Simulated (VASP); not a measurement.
Method: r2SCAN meta-GGA, VASP's PBE PAW potentials (set 64) (plane waves; VASP 6.6.1).

A VASP calculation is set up with these files.

### POSCAR
```
Zr(100) slab
5.1540820
  0.9999999589   0.0000000000   0.0000000000
  0.0000000000   0.6299469287   0.0000000000
  0.0000000000   0.0000000000   5.1076502641
Zr
8
direct
  0.2500000000   0.5000000000   0.3590756595
  0.7500000000   0.0000000000   0.3268227838
  0.2500000000   0.0000000000   0.4645086285
  0.7500000000   0.5000000000   0.4293179586
  0.2500000000   0.5000000000   0.5706820414
  0.7500000000   0.0000000000   0.5354913715
  0.2500000000   0.0000000000   0.6731772162
  0.7500000000   0.5000000000   0.6409243405
```

INCAR:
```
LMIXTAU  =  T
LORBIT  =  11
SIGMA  =  0.1
LMAXMIX  =  4   # l cut-off of mixed one-centre charges
LASPH  =  T
ALGO  =  Normal   # blocked Davidson
SYSTEM  =  Zr(100) slab
DIPOL  =  0.5 0.5 0.5
METAGGA  =  R2SCAN
EDIFF  =  1E-6   # SCF stop (eV)
LWAVE  =  F
NELM  =  100
LDIPOL  =  T
LREAL  =  F
IDIPOL  =  3
LVHAR  =  T
ENCUT  =  400
NELMIN  =  4
ISMEAR  =  1   # Methfessel-Paxton
PREC  =  Normal
LCHARG  =  F
```

**KPOINTS**
```
Automatic mesh
0
Gamma
6 9 1
0 0 0
```

POTCAR, in this order: Zr_sv (PBE.64 set). Program: vasp_std. Read from the step before: WAVECAR.

Output

### OUTCAR
```
 ion  position               nearest neighbor table
   1  0.250  0.500  0.359-   2 3.16   2 3.16   2 3.16   2 3.16   4 3.17   4 3.17   3 3.22   3 3.22
  LATTYP: Found a simple orthorhombic cell.
 ALAT       =     3.2467981262
 B/A-ratio  =     1.5874352479
 C/A-ratio  =     8.1080643962
 Subroutine PRICEL returns:
 Original cell was already a primitive cell.
 Subroutine GETGRP returns: Found  8 space group operations
The static configuration has the point symmetry C_2h.
 The point group associated with its full space group is D_2h.
The dynamic configuration has the point symmetry C_2h.
 Subroutine INISYM returns: Found  8 space group operations
 Subroutine IBZKPT returns following result:
 Found     20 irreducible k-points:

 Following reciprocal coordinates:
            Coordinates               Weight
  0.000000  0.000000  0.000000      1.000000
  0.166667  0.000000  0.000000      2.000000
  0.333333  0.000000  0.000000      2.000000
  0.500000  0.000000  0.000000      1.000000
  0.000000  0.111111  0.000000      2.000000
  0.166667  0.111111  0.000000      4.000000
  0.333333  0.111111  0.000000      4.000000
  0.500000  0.111111  0.000000      2.000000
  0.000000  0.222222  0.000000      2.000000
  0.166667  0.222222  0.000000      4.000000
  0.333333  0.222222  0.000000      4.000000
  0.500000  0.222222  0.000000      2.000000
  0.000000  0.333333  0.000000      2.000000
  0.166667  0.333333  0.000000      4.000000
  0.333333  0.333333  0.000000      4.000000
  0.500000  0.333333  0.000000      2.000000
  0.000000  0.444444  0.000000      2.000000
  0.166667  0.444444  0.000000      4.000000
  0.333333  0.444444  0.000000      4.000000
  0.500000  0.444444  0.000000      2.000000
   k-points           NKPTS =     20   k-points in BZ     NKDIM =     20   number of bands    NBANDS=     57
   number of dos      NEDOS =    301   number of ions     NIONS =      8
...
```

File OSZICAR:
```
       N       E                     dE             d eps       ncg     rms          rms(c)
DAV:   1    -0.178203412409E+03   -0.17820E+03   -0.31236E-05  2758   0.245E-02    0.862E-03
DAV:   2    -0.178203429357E+03   -0.16947E-04   -0.23061E-04  2828   0.629E-02    0.219E-02
DAV:   3    -0.178203405265E+03    0.24091E-04   -0.11152E-04  2457   0.458E-02    0.171E-03
DAV:   4    -0.178203409467E+03   -0.42014E-05   -0.65133E-06  2406   0.696E-03    0.764E-04
DAV:   5    -0.178203409647E+03   -0.18009E-06   -0.43788E-07  1731   0.414E-03
   1 F= -.17820341E+03 E0= -.17819991E+03  d E =-.104867E-01
```

### OUTCAR
```
------------------------ aborting loop because EDIFF is reached ----------------------------------------
  FORCE on cell =-STRESS in cart. coord.  units (eV):
  Direction    XX          YY          ZZ          XY          YZ          ZX
  --------------------------------------------------------------------------------------
  Total       -3.0911278     -5.3936171     -0.3464857      0.0000000      0.0000000     -0.0000000
  in kB      -11.2421266    -19.6160530     -1.2601343      0.0000000      0.0000000     -0.0000000
  external PRESSURE =     -10.7061046 kB  Pullay stress =       0.0000000 kB
  volume of cell :      440.53
      direct lattice vectors                 reciprocal lattice vectors
     5.154081788  0.000000000  0.000000000     0.194020980  0.000000000  0.000000000
     0.000000000  3.246798126  0.000000000     0.000000000  0.307995743  0.000000000
     0.000000000  0.000000000 26.325248289     0.000000000  0.000000000  0.037986346
 POSITION                                       TOTAL-FORCE (eV/Angst)
 -----------------------------------------------------------------------------------
      1.28852      1.62340      9.45276        -0.000000     -0.000000     -0.002121
      3.86556      0.00000      8.60369        -0.000000      0.000000     -0.002433
      1.28852      0.00000     12.22830         0.000000      0.000000     -0.006489
      3.86556      1.62340     11.30190        -0.000000     -0.000000      0.028944
      1.28852      1.62340     15.02335         0.000000      0.000000     -0.028944
      3.86556      0.00000     14.09694        -0.000000      0.000000      0.006489
      1.28852      0.00000     17.72156        -0.000000      0.000000      0.002433
      3.86556      1.62340     16.87249        -0.000000      0.000000      0.002121
 -----------------------------------------------------------------------------------
    total drift:                                0.000000     -0.000000     -0.000000
  FREE ENERGIE OF THE ION-ELECTRON SYSTEM (eV)
  ---------------------------------------------------
  free  energy   TOTEN  =      -178.2034096468 eV

  energy  without entropy=     -178.1929229520  energy(sigma->0) =     -178.19991408

 total charge

# of ion       s       p       d       tot
------------------------------------------
    1        2.224   5.955   1.581   9.761
    2        2.235   5.923   1.615   9.772
    3        2.227   5.967   1.576   9.770
    4        2.227   5.973   1.577   9.777
    5        2.227   5.973   1.577   9.777
    6        2.227   5.967   1.576   9.770
    7        2.235   5.923   1.615   9.772
    8        2.224   5.955   1.581   9.761
--------------------------------------------------
tot         17.825  47.635  12.700  78.160
```
(Selected blocks of OUTCAR.)

File OUTCAR:
```
 val. band max:        1.7587727040   @ k =   0.3333   0.2222   0.0000

 cond. band min:       1.7724142499   @ k =   0.1667   0.3333   0.0000


 Fermi energy:         1.7624158345

 k-point     1 :       0.0000    0.0000    0.0000
  band No.  band energies     occupation
      1     -49.0978      2.00000
      2     -49.0976      2.00000
      3     -48.7904      2.00000
      4     -48.7509      2.00000
      5     -48.7167      2.00000
      6     -48.6768      2.00000
      7     -48.6041      2.00000
      8     -48.5798      2.00000
      9     -26.7202      2.00000
     10     -26.6968      2.00000
     11     -26.6598      2.00000
     12     -26.6467      2.00000
     13     -26.5162      2.00000
     14     -26.3552      2.00000
     15     -26.3092      2.00000
     16     -26.2386      2.00000
     17     -26.1462      2.00000
     18     -26.1433      2.00000
     19     -26.0431      2.00000
     20     -25.9648      2.00000
     21     -25.9250      2.00000
     22     -25.9084      2.00000
     23     -25.8520      2.00000
     24     -25.8478      2.00000
     25     -25.8101      2.00000
     26     -25.7998      2.00000
     27     -25.7681      2.00000
     28     -25.7007      2.00000
     29     -25.6992      2.00000
     30     -25.6611      2.00000
     31     -25.6321      2.00000
     32     -25.6026      2.00000
     33      -3.9293      2.00000
     34      -3.0800      2.00000
     35      -2.0319      2.00000
     36      -1.2523      2.00000
     37      -1.1314      2.00000
     38      -0.8359      2.00000
     39      -0.5245      2.00000
     40      -0.4454      2.00000
     41      -0.2840      2.00000
     42       0.4089      2.00000
     43       1.3198      2.00000
     44       1.3665      2.00000
     45       1.5070      2.00181
     46       1.5869      2.03241
     47       1.8410      0.02728
     48       2.0791     -0.00007
     49       2.4434     -0.00000
     50       2.6689     -0.00000
     51       2.6968     -0.00000
...
```

The cell is a thin slab with vacuum, built from Zr (hcp): (100) face.
